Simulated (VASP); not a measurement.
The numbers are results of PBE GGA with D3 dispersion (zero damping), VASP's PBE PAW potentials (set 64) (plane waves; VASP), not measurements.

VASP input:

POSCAR:
```
C
1
    1.2332833568    -2.1361089369    -0.0000000000
    1.2332833568     2.1361089369     0.0000000000
    0.0000000000    -0.0000000000     6.9523761046
C
4
Direct
  0.0000000000   0.0000000000   0.2500000000
  0.0000000000   1.0000000000   0.7500000000
  0.3333330000   0.6666670000   0.2500000000
  0.6666670000   0.3333330000   0.7500000000
```

**INCAR**
```
SYSTEM = C
PREC = Accurate
ENCUT = 520
EDIFF = 1E-6
NELM = 100
ALGO = Normal
LREAL = .FALSE.
LASPH = .TRUE.
ISMEAR = 0
SIGMA = 0.05
GGA = PE
IVDW = 11
LWAVE = .FALSE.
LCHARG = .FALSE.
IBRION = 2
ISIF = 3
NSW = 60
EDIFFG = -0.02
```

KPOINTS:
```
Automatic mesh
0
Gamma
9 9 3
0 0 0
```

POTCAR, in this order: C (PBE.64 set). Program: vasp_std.

Estimate the energy per atom (σ→0), dispersion energy, band gap (on the k-mesh).

| Item | Result |
|---|---|
| energy per atom (σ→0) | -897.6 kJ/mol of atoms |
| dispersion energy | -0.365 eV |
| band gap (on the k-mesh) | none (metal, semimetal or under 0.01 eV) |

**OSZICAR**
```
...
DAV:   6    -0.374194693102E+02    0.18055E+01   -0.17798E+00   660   0.925E+00    0.521E+00
DAV:   7    -0.368401931205E+02    0.57928E+00   -0.20032E+00   672   0.990E+00    0.140E+00
DAV:   8    -0.368484310899E+02   -0.82380E-02   -0.62854E-02   628   0.172E+00    0.104E-01
DAV:   9    -0.368483955555E+02    0.35534E-04   -0.11667E-03   736   0.289E-01    0.589E-02
DAV:  10    -0.368486220021E+02   -0.22645E-03   -0.27506E-04   712   0.142E-01    0.255E-02
DAV:  11    -0.368486233418E+02   -0.13397E-05   -0.44089E-06   752   0.184E-02    0.340E-03
DAV:  12    -0.368486242647E+02   -0.92290E-06   -0.81640E-07   560   0.815E-03
   1 F= -.37213620E+02 E0= -.37212940E+02  d E =-.372136E+02
```

The compound is C in the graphite structure. It was relaxed first. The k-mesh is coarse (spacing up to 0.33 per Å, 2π included), so the numbers may not be converged in it. The start is the result of an earlier pass.
